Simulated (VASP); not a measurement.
# Quasiparticle energies of InP in VASP, part 2 of 4

How does the gap of InP change from the starting functional to GW? The cell is of the zinc-blende type, one of the forms listed for this formula, which need not be the common one. The start is a cell from a database of measured crystal structures.

VASP 6.6.1, plane waves and PAW; the level of theory is named at each step.

So far, gap on the k-mesh (eV): step 3 (empty bands) 0.702.

The database entry behind the starting cell differs from later determinations by our own check (0.1 to 0.3 % short, probably kX units), so it need not match the best structure at ambient conditions.

## Step 4: G0W0, ENCUTGW 100, bands in the sums 120

This step: G0W0 on PBE; plane waves and PAW (In_d_GW, P_GW) (VASP 6.6.1).

One pass of GW corrects the levels to first order, with G and W from the starting orbitals.

INCAR reads:

```
SYSTEM = InP
PREC = Accurate
ENCUT = 330
ISMEAR = 0
SIGMA = 0.01
LREAL = .FALSE.
GGA = PE
NBANDS = 120
ALGO = EVGW0
NELMGW = 1
ENCUTGW = 100
NOMEGA = 48
PRECFOCK = Fast
NBANDSGW = 24
LWAVE = .FALSE.
LCHARG = .FALSE.
```

POSCAR reads:

```
InP
1.0
    0.0000000000      2.9305000000      2.9305000000
    2.9305000000      0.0000000000      2.9305000000
    2.9305000000      2.9305000000      0.0000000000
In P
1 1
Direct
    0.0000000000      0.0000000000      0.0000000000
    0.2500000000      0.2500000000      0.2500000000
```

KPOINTS reads:

```
Automatic mesh
0
Gamma
6 6 6
0 0 0
```

The projector-augmented-wave data sets are In_d_GW and P_GW (PBE family, release 64).

The run is started by

```bash
$ mpirun -np 8 vasp_std
```

Log:

```text
[banner, memory and clock lines left out]
running    8 mpi-ranks, on    1 nodes
 distrk:  each k-point on    8 cores,    1 groups
 distr:  one band on    1 cores,    8 groups

 POSCAR found type information on POSCAR InP
 POSCAR found :  2 types and       2 ions
 [... a notice as in an earlier step ...]

|                                                                             |
|           W    W    AA    RRRRR   N    N  II  N    N   GGGG   !!!           |
|           W    W   A  A   R    R  NN   N  II  NN   N  G    G  !!!           |
|           W    W  A    A  R    R  N N  N  II  N N  N  G       !!!           |
|           W WW W  AAAAAA  RRRRR   N  N N  II  N  N N  G  GGG   !            |
|           WW  WW  A    A  R   R   N   NN  II  N   NN  G    G                |
|           W    W  A    A  R    R  N    N  II  N    N   GGGG   !!!           |
|                                                                             |
|     The default for ENCUTGWSOFT is different in this version of VASP.       |
|     please manually set ENCUTGWSOFT =100 in the INCAR file.                 |
|                                                                             |

 LDA part: xc-table for (Slater+PW92), standard interpolation
 found WAVECAR, reading the header
 POSCAR, INCAR and KPOINTS ok, starting setup
 FFT: planning ... GRIDC
 FFT: planning ... GRID_SOFT
 FFT: planning ... GRID
 reading WAVECAR
 the WAVECAR file was read successfully
 initial charge from wavefunction
 available memory per node:     36.25 GB, setting MAXMEM to     37115

 The Fermi energy was updated, please check that it is located mid-gap
 values below the HOMO (VB) or above the LUMO (CB) will cause erroneous energies
 E-fermi :   4.2727

 calculate exact exchange contribution
 the WAVEDER file was read successfully
energies w=
    0.000    0.000    0.317    0.000    0.633    0.000    0.946    0.000
    1.256    0.000    1.561    0.000    1.861    0.000    2.156    0.000
    2.445    0.000    2.728    0.000    3.007    0.000    3.281    0.000
    3.551    0.000    3.818    0.000    4.083    0.000    4.346    0.000
    4.609    0.000    4.873    0.000    5.139    0.000    5.408    0.000
    5.682    0.000    5.963    0.000    6.251    0.000    6.549    0.000
    6.859    0.000    7.184    0.000    7.527    0.000    7.890    0.000
    8.280    0.000    8.699    0.000    9.154    0.000    9.652    0.000
   10.204    0.000   10.820    0.000   11.516    0.000   12.312    0.000
   13.235    0.000   14.320    0.000   15.620    0.000   17.207    0.000
   19.194    0.000   21.752    0.000   25.172    0.000   29.972    0.000
   37.184    0.000   49.200    0.000   73.105    0.000  143.328    0.000
 responsefunction array rank=     128
 LDA part: xc-table for (Slater+PW92), standard interpolation

 min. memory requirement per mpi rank    215.9 MB, per node   1727.4 MB

 allocating   6 responsefunctions rank=   128
 shmem allocating  48 responsefunctions rank=   128
 response function shared by NCSHMEM nodes    1
 Doing            6  frequencies on each core in blocks of           48
NQ=   1    0.0000    0.0000    0.0000,
|.........|.........|.........|.........|.........|.........|.........|.........
 performed        523000 updates of chi_q(r,r)
 total number of BLAS operations         53.50 Gflops
NQ=   2    0.1667    0.0000    0.0000,
|.........|.........|.........|.........|.........|.........|.........|.........
 performed       1438000 updates of chi_q(r,r)
 total number of BLAS operations        162.50 Gflops
NQ=   3    0.3333    0.0000    0.0000,
|.........|.........|.........|.........|.........|.........|.........|.........
 performed       2353000 updates of chi_q(r,r)
 total number of BLAS operations        262.75 Gflops
NQ=   4    0.5000    0.0000    0.0000,
|.........|.........|.........|.........|.........|.........|.........|.........
 performed       3130000 updates of chi_q(r,r)
 total number of BLAS operations        352.28 Gflops
NQ=   5    0.1667    0.1667    0.0000,
|.........|.........|.........|.........|.........|.........|.........|.........
 performed       4045000 updates of chi_q(r,r)
 total number of BLAS operations        466.70 Gflops
NQ=   6    0.3333    0.1667    0.0000,
|.........|.........|.........|.........|.........|.........|.........|.........
 performed       5455000 updates of chi_q(r,r)
 total number of BLAS operations        615.96 Gflops
NQ=   7    0.5000    0.1667    0.0000,
|.........|.........|.........|.........|.........|.........|.........|.........
 performed       6865000 updates of chi_q(r,r)
 total number of BLAS operations        765.22 Gflops
NQ=   8   -0.3333    0.1667    0.0000,
|.........|.........|.........|.........|.........|.........|.........|.........
 performed       8275000 updates of chi_q(r,r)
 total number of BLAS operations        914.48 Gflops
NQ=   9   -0.1667    0.1667    0.0000,
|.........|.........|.........|.........|.........|.........|.........|.........
 performed       9501000 updates of chi_q(r,r)
 total number of BLAS operations       1035.37 Gflops
NQ=  10    0.3333    0.3333    0.0000,
|.........|.........|.........|.........|.........|.........|.........|.........
 performed      10416000 updates of chi_q(r,r)
 total number of BLAS operations       1128.88 Gflops
NQ=  11    0.5000    0.3333    0.0000,
|.........|.........|.........|.........|.........|.........|.........|.........
 performed      11826000 updates of chi_q(r,r)
 total number of BLAS operations       1275.56 Gflops
NQ=  12   -0.3333    0.3333    0.0000,
|.........|.........|.........|.........|.........|.........|.........|.........
 performed      13052000 updates of chi_q(r,r)
 total number of BLAS operations       1407.58 Gflops
NQ=  13    0.5000    0.5000    0.0000,
|.........|.........|.........|.........|.........|.........|.........|.........
 performed      13748000 updates of chi_q(r,r)
 total number of BLAS operations       1482.56 Gflops
NQ=  14    0.5000    0.3333    0.1667,
|.........|.........|.........|.........|.........|.........|.........|.........
 performed      15331000 updates of chi_q(r,r)
 total number of BLAS operations       1635.85 Gflops
NQ=  15   -0.3333    0.3333    0.1667,
|.........|.........|.........|.........|.........|.........|.........|.........
 performed      16822000 updates of chi_q(r,r)
 total number of BLAS operations       1785.51 Gflops
NQ=  16   -0.3333    0.5000    0.1667,
|.........|.........|.........|.........|.........|.........|.........|.........
 performed      18054000 updates of chi_q(r,r)
 total number of BLAS operations       1909.17 Gflops
 resolving degeneracies of screened two electron integrals

 calculate QP shifts <psi_nk| G(iteration)W_0 |psi_nk>: iteration 1
 entering main loop
```

The job ended after 2.1 min (8 MPI ranks of Intel Xeon Platinum 8488C (Sapphire Rapids), shared host; peak memory 2.1 GiB).

OUTCAR, selected parts (step 4):

```text
The static configuration has the point symmetry T_d .

 Found     16 irreducible k-points:

   k-points           NKPTS =     16   k-points in BZ     NKDIM =    216   number of bands    NBANDS=    120

   NELECT =      18.0000    total number of electrons

 E-fermi :   4.2727

 QP shifts <psi_nk| G(iteration)W_0 |psi_nk>: iteration 1
 for sc-GW calculations column KS-energies equals QP-energies in previous step
 and V_xc(KS)=  KS-energies - (<T + V_ion + V_H > + <T+V_H+V_ion>^1  + <V_x>^1)
 k-point   1 :       0.0000    0.0000    0.0000
  band No.  KS-energies  QP-energies   sigma(KS)   V_xc(KS)     V^pw_x(r,r')   Z            occupation Imag(sigma)
    ...
      6      -7.6009      -7.9352     -11.8517     -11.3054     -18.2820       0.6119       2.0000       0.9197
      7       3.9218       3.5435     -12.7559     -12.2471     -13.8370       0.7436       2.0000       0.0997
      8       3.9218       3.5435     -12.7559     -12.2471     -13.8370       0.7436       2.0000       0.0997
      9       3.9218       3.5435     -12.7559     -12.2471     -13.8370       0.7436       2.0000       0.0997
     10       4.6237       4.7845     -10.7174     -10.9262      -7.1890       0.7701       0.0000       0.0163
     11       8.0044       8.1865      -9.7706     -10.0099      -5.5580       0.7612       0.0000      -0.0183
     12       8.0044       8.1865      -9.7706     -10.0099      -5.5580       0.7612       0.0000      -0.0183
     13       8.0044       8.1865      -9.7706     -10.0099      -5.5580       0.7612       0.0000      -0.0183
    ...

 k-point   2 :       0.1667    0.0000    0.0000
  band No.  KS-energies  QP-energies   sigma(KS)   V_xc(KS)     V^pw_x(r,r')   Z            occupation Imag(sigma)
    ...
      6      -7.2875      -7.6560     -12.0357     -11.4472     -18.3161       0.6262       2.0000       0.9040
      7       1.7367       1.2890     -12.1201     -11.5075     -13.6474       0.7309       2.0000       0.1347
      8       3.6170       3.2124     -12.5869     -12.0425     -13.7504       0.7433       2.0000       0.1014
      9       3.6170       3.2124     -12.5869     -12.0425     -13.7504       0.7433       2.0000       0.1014
     10       5.7164       5.8807     -10.6032     -10.8180      -6.9423       0.7649       0.0000       0.0052
     11       8.4106       8.5717      -9.9999     -10.2144      -5.6911       0.7512       0.0000      -0.0367
     12       8.4435       8.6436      -9.8891     -10.1544      -5.5401       0.7544       0.0000      -0.0270
     13       8.4435       8.6436      -9.8891     -10.1544      -5.5401       0.7544       0.0000      -0.0270
    ...

 k-point   3 :       0.3333    0.0000    0.0000
  band No.  KS-energies  QP-energies   sigma(KS)   V_xc(KS)     V^pw_x(r,r')   Z            occupation Imag(sigma)
    ...
      6      -6.4785      -6.8923     -12.4658     -11.8318     -18.4175       0.6528       2.0000       0.8442
      7      -0.6472      -1.1854     -11.7015     -10.9325     -14.4534       0.6998       2.0000       0.2337
      8       3.1443       2.7016     -12.4149     -11.8158     -13.7582       0.7391       2.0000       0.1049
      9       3.1443       2.7016     -12.4149     -11.8158     -13.7582       0.7391       2.0000       0.1049
     10       5.5697       5.7190     -10.1947     -10.3883      -6.4397       0.7713       0.0000       0.0069
     11       8.7839       8.9651      -9.6789      -9.9199      -5.2310       0.7516       0.0000      -0.0405
     12       8.7839       8.9651      -9.6789      -9.9199      -5.2310       0.7516       0.0000      -0.0405
     13      10.1900      10.3135      -9.8108      -9.9802      -4.7918       0.7286       0.0000      -0.1238
    ...

[... 7 parts as in an earlier step ...]

[... 5 further parts left out ...]
```

Numbers from this step:

| Item | Value |
| --- | --- |
| quasiparticle gap on the mesh | 1.241 eV |
| smallest direct quasiparticle gap on the mesh | 1.241 eV |
| gap of the starting orbitals on the mesh | 0.7019 eV |

GW takes the gap from 0.702 to 1.241 eV. Spin-orbit coupling is left out. The value holds for 120 bands, ENCUTGW = 100 eV and this mesh, and isn't shown to be converged in them.

## Step 5: Empty bands

This step: PBE; plane waves and PAW (In_d_GW, P_GW) (VASP 6.6.1).

The empty bands are made again, for the run that follows.

INCAR reads:

```
SYSTEM = InP
PREC = Accurate
ENCUT = 330
ISMEAR = 0
SIGMA = 0.01
LREAL = .FALSE.
GGA = PE
NBANDS = 192
ALGO = Exact
NELM = 1
LWAVE = .TRUE.
LCHARG = .FALSE.
LOPTICS = .TRUE.
NEDOS = 1000
CSHIFT = 0.1
```

POSCAR is that of step 4.

KPOINTS is that of step 4.

The run is started by

```bash
$ mpirun -np 8 vasp_std
```

Log:

```text
[banner, memory and clock lines left out]
running    8 mpi-ranks, on    1 nodes
[...]
[... a notice as in an earlier step ...]

 LDA part: xc-table for (Slater+PW92), standard interpolation
 found WAVECAR, reading the header
  number of bands has changed, file:    15 present:   192
  trying to continue reading WAVECAR, but it might fail
 POSCAR, INCAR and KPOINTS ok, starting setup
[...]
reading WAVECAR
 random initialization beyond band           15
 the WAVECAR file was read successfully
 initial charge from wavefunction
 entering main loop
       N       E                     dE             d eps       ncg     rms          rms(c)
DIA:   1    -0.834170505028E+01   -0.83417E+01    0.00000E+00     0   0.000E+00
   1 F= -.83417051E+01 E0= -.83417051E+01  d E =-.251774E-22
 writing wavefunctions
 optical routines
 imaginary and real dielectric function
 recalculating local potential from charge density
 direction            1
 direction            2
 direction            3
```

Elapsed: 5.4 s, on 8 MPI ranks; peak memory 1.1 GiB; 38 s of CPU time.

Parts of OUTCAR (step 5):

```text
  Total        0.8145212      0.8145212      0.8145212      0.0000000     -0.0000000      0.0000000
  in kB       25.9273300     25.9273300     25.9273300      0.0000000     -0.0000000      0.0000000
  external PRESSURE =      25.9273300 kB  Pullay stress =       0.0000000 kB

 POSITION                                       TOTAL-FORCE (eV/Angst)
 -----------------------------------------------------------------------------------
      0.00000      0.00000      0.00000        -0.000000     -0.000000     -0.000000
      1.46525      1.46525      1.46525         0.000000      0.000000      0.000000
 -----------------------------------------------------------------------------------
    total drift:                               -0.000000     -0.000000     -0.000000

  FREE ENERGIE OF THE ION-ELECTRON SYSTEM (eV)
  ---------------------------------------------------
  free  energy   TOTEN  =        -8.3417050503 eV

  energy  without entropy=       -8.3417050503  energy(sigma->0) =       -8.34170505

[... 1 part as in an earlier step ...]

[... 2 further parts left out ...]
[key lines of the parts left out:]
E-fermi :   3.9870
```

WAVECAR now holds 192 bands for 18 electrons.

## Step 6: G0W0, ENCUTGW 140, bands in the sums 192

This step: G0W0 on PBE; plane waves and PAW (In_d_GW, P_GW) (VASP 6.6.1).

ENCUTGW rises to 140 eV and the bands with it, to about the number of plane waves under that cutoff.

INCAR reads:

```
SYSTEM = InP
PREC = Accurate
ENCUT = 330
ISMEAR = 0
SIGMA = 0.01
LREAL = .FALSE.
GGA = PE
NBANDS = 192
ALGO = EVGW0
NELMGW = 1
ENCUTGW = 140
NOMEGA = 48
PRECFOCK = Fast
NBANDSGW = 24
LWAVE = .FALSE.
LCHARG = .FALSE.
```

POSCAR is that of step 5.

KPOINTS is that of step 5.

The run is started by

```bash
$ mpirun -np 8 vasp_std
```

Log:

```text
[banner, memory and clock lines left out]
running    8 mpi-ranks, on    1 nodes
[...]
[... a notice as in an earlier step ...]

|                                                                             |
|           W    W    AA    RRRRR   N    N  II  N    N   GGGG   !!!           |
|           W    W   A  A   R    R  NN   N  II  NN   N  G    G  !!!           |
|           W    W  A    A  R    R  N N  N  II  N N  N  G       !!!           |
|           W WW W  AAAAAA  RRRRR   N  N N  II  N  N N  G  GGG   !            |
|           WW  WW  A    A  R   R   N   NN  II  N   NN  G    G                |
|           W    W  A    A  R    R  N    N  II  N    N   GGGG   !!!           |
|                                                                             |
|     The default for ENCUTGWSOFT is different in this version of VASP.       |
|     please manually set ENCUTGWSOFT =140 in the INCAR file.                 |
|                                                                             |

[...]
total number of BLAS operations       5293.23 Gflops
NQ=  12   -0.3333    0.3333    0.0000,
|.........|.........|.........|.........|.........|.........|.........|.........
 performed      21140000 updates of chi_q(r,r)
 total number of BLAS operations       5842.15 Gflops
NQ=  13    0.5000    0.5000    0.0000,
|.........|.........|.........|.........|.........|.........|.........|.........
 performed      22275000 updates of chi_q(r,r)
 total number of BLAS operations       6170.06 Gflops
NQ=  14    0.5000    0.3333    0.1667,
|.........|.........|.........|.........|.........|.........|.........|.........
 performed      24829000 updates of chi_q(r,r)
 total number of BLAS operations       6900.12 Gflops
NQ=  15   -0.3333    0.3333    0.1667,
|.........|.........|.........|.........|.........|.........|.........|.........
 performed      27236000 updates of chi_q(r,r)
 total number of BLAS operations       7624.91 Gflops
NQ=  16   -0.3333    0.5000    0.1667,
|.........|.........|.........|.........|.........|.........|.........|.........
 performed      29228000 updates of chi_q(r,r)
 total number of BLAS operations       8237.27 Gflops
 resolving degeneracies of screened two electron integrals

 calculate QP shifts <psi_nk| G(iteration)W_0 |psi_nk>: iteration 1
 entering main loop
[key lines of the parts left out:]
E-fermi :   4.2727
```

Run time: 3.3 min. Hardware: 8 MPI ranks; peak memory 2.5 GiB; 26 min of CPU time.

Parts of OUTCAR (step 6):

```text
 QP shifts <psi_nk| G(iteration)W_0 |psi_nk>: iteration 1
 for sc-GW calculations column KS-energies equals QP-energies in previous step
 and V_xc(KS)=  KS-energies - (<T + V_ion + V_H > + <T+V_H+V_ion>^1  + <V_x>^1)
 k-point   1 :       0.0000    0.0000    0.0000
  band No.  KS-energies  QP-energies   sigma(KS)   V_xc(KS)     V^pw_x(r,r')   Z            occupation Imag(sigma)
    ...
      6      -7.6009      -8.0364     -12.0168     -11.3054     -18.2820       0.6122       2.0000       0.7190
      7       3.9218       3.3968     -12.9539     -12.2471     -13.8370       0.7427       2.0000      -0.0335
      8       3.9218       3.3968     -12.9539     -12.2471     -13.8370       0.7427       2.0000      -0.0335
      9       3.9218       3.3968     -12.9539     -12.2471     -13.8370       0.7427       2.0000      -0.0335
     10       4.6237       4.6562     -10.8838     -10.9262      -7.1890       0.7685       0.0000      -0.1519
     11       8.0044       8.0905      -9.8967     -10.0099      -5.5580       0.7607       0.0000      -0.1471
     12       8.0044       8.0905      -9.8967     -10.0099      -5.5580       0.7607       0.0000      -0.1471
     13       8.0044       8.0905      -9.8967     -10.0099      -5.5580       0.7607       0.0000      -0.1471
    ...

[... 1 part as in an earlier step ...]

[... 2 further parts left out ...]
[key lines of the parts left out:]
E-fermi :   4.2727
```

The gap is now 1.259 eV, +18 meV against the GW run before. Spin-orbit coupling is left out.

## Step 7: Empty bands

This step: PBE; plane waves and PAW (In_d_GW, P_GW) (VASP 6.6.1).

The empty bands are made again, for the run that follows.

INCAR reads:

```
SYSTEM = InP
PREC = Accurate
ENCUT = 330
ISMEAR = 0
SIGMA = 0.01
LREAL = .FALSE.
GGA = PE
NBANDS = 280
ALGO = Exact
NELM = 1
LWAVE = .TRUE.
LCHARG = .FALSE.
LOPTICS = .TRUE.
NEDOS = 1000
CSHIFT = 0.1
```

POSCAR is that of step 6.

KPOINTS is that of step 6.

The run is started by

```bash
$ mpirun -np 8 vasp_std
```

Log:

```text
[banner, memory and clock lines left out]
running    8 mpi-ranks, on    1 nodes
[...]
[... a notice as in an earlier step ...]

 LDA part: xc-table for (Slater+PW92), standard interpolation
 found WAVECAR, reading the header
  number of bands has changed, file:    15 present:   280
  trying to continue reading WAVECAR, but it might fail
 POSCAR, INCAR and KPOINTS ok, starting setup
[...]
reading WAVECAR
 random initialization beyond band           15
 the WAVECAR file was read successfully
 initial charge from wavefunction
 entering main loop
       N       E                     dE             d eps       ncg     rms          rms(c)
DIA:   1    -0.834170505034E+01   -0.83417E+01    0.00000E+00     0   0.000E+00
   1 F= -.83417051E+01 E0= -.83417051E+01  d E =-.499033E-12
 writing wavefunctions
 optical routines
 imaginary and real dielectric function
 recalculating local potential from charge density
 direction            1
 direction            2
 direction            3
```

It took 5.8 s on 8 MPI ranks; peak memory 1.1 GiB.

Parts of OUTCAR (step 7):

```text
  Total        0.8145212      0.8145212      0.8145212      0.0000000      0.0000000      0.0000000
  in kB       25.9273300     25.9273300     25.9273300      0.0000000      0.0000000      0.0000000
  external PRESSURE =      25.9273300 kB  Pullay stress =       0.0000000 kB

[... 4 parts as in an earlier step ...]

[... 2 further parts left out ...]
[key lines of the parts left out:]
E-fermi :   3.9652
```

WAVECAR now holds 280 bands for 18 electrons.

(Part 2 of 4 ends here.)

[Lines on the potential files, build, host, timing and source positions are cut from VASP's logs without a mark.]

[Logs are printed without paths, hosts, clocks, repeated set-up lines and the standing remarks that a program may print on its own settings, such as how far it seeks lower states.]

[Hosts, paths, dates, database ids (printed as entryN), source tags and the programs' standing remarks are cut or masked in the printed files.]

[Pressures printed for these runs are not shown converged in the cutoff: they can be off by several GPa and have the wrong sign.]

[In band tables of VASP the shares of atoms and orbitals are scaled to a sum of 1 inside the atoms' spheres.]
